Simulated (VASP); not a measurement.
An input for Quantum ESPRESSO's pw.x (written as the equivalent of a VASP run, and not itself run):

```
&CONTROL
  calculation = 'scf'
  pseudo_dir = './pseudo'
  outdir = './out'
  tprnfor = .true.
  tstress = .true.
/
&SYSTEM
  ibrav = 0
  nat = 2
  ntyp = 2
  ecutwfc = 68
  occupations = 'tetrahedra'
  input_dft = 'vdw-df2-b86r'
/
&ELECTRONS
  conv_thr = 7.3e-09
  electron_maxstep = 100
/
ATOMIC_SPECIES
  Ca 40.078 Ca.upf
  S 32.060 S.upf
CELL_PARAMETERS angstrom
    -0.0000000    2.8343285    2.8343285
     2.8343285    0.0000000    2.8343285
     2.8343285    2.8343285    0.0000000
ATOMIC_POSITIONS crystal
  Ca   0.0000000  0.0000000  0.0000000
  S    0.5000000  0.5000000  0.5000000
K_POINTS automatic
  9 9 9 0 0 0
```

Translate this input to VASP (INCAR, KPOINTS, POSCAR, choice of POTCAR).

This is not unique; one that fits is 
### INCAR
```
# general
SYSTEM  =CaS
PREC    =Accurate
ENCUT   =520   # plane-wave cut-off (eV)
LREAL   =F   # projection in real space or not
LASPH   =T

# electronic loop
EDIFF   =1E-7   # SCF stop (eV)
NELM    =100
ALGO    =Normal

# smearing
ISMEAR  =-5   # tetrahedra, Bloechl

# functional
GGA     =MK
LUSE_VDW=T
AGGAC   =0.0
PARAM1  =0.1234568
PARAM2  =0.7114
ZAB_VDW =-1.8867

# ions
ISIF    =2

# output
LWAVE   =F
LCHARG  =T
LORBIT  =11
NEDOS   =601
```

File KPOINTS:
```
Automatic
0
Gamma
9 9 9
0 0 0
```

File POSCAR:
```
CaS
1
   -0.0000000000     2.8343284968     2.8343284968
    2.8343284968     0.0000000000     2.8343284968
    2.8343284968     2.8343284968     0.0000000000
Ca S
1 1
Direct
  0.0000000000   0.0000000000   0.0000000000
  0.5000000000   0.5000000000   0.5000000000
```

POTCAR, in this order: Ca_sv S (PBE.64 set). Program: vasp_std.

What does not carry over: the potentials are each code's own (VASP's PAW set, PseudoDojo norm-conserving files in pw.x), so ENCUT and ecutwfc are chosen apart and not converted; conv_thr bounds pw.x's estimated SCF error, while EDIFF bounds the energy change between steps.

The compound is CaS in the rock salt structure. It was relaxed first.
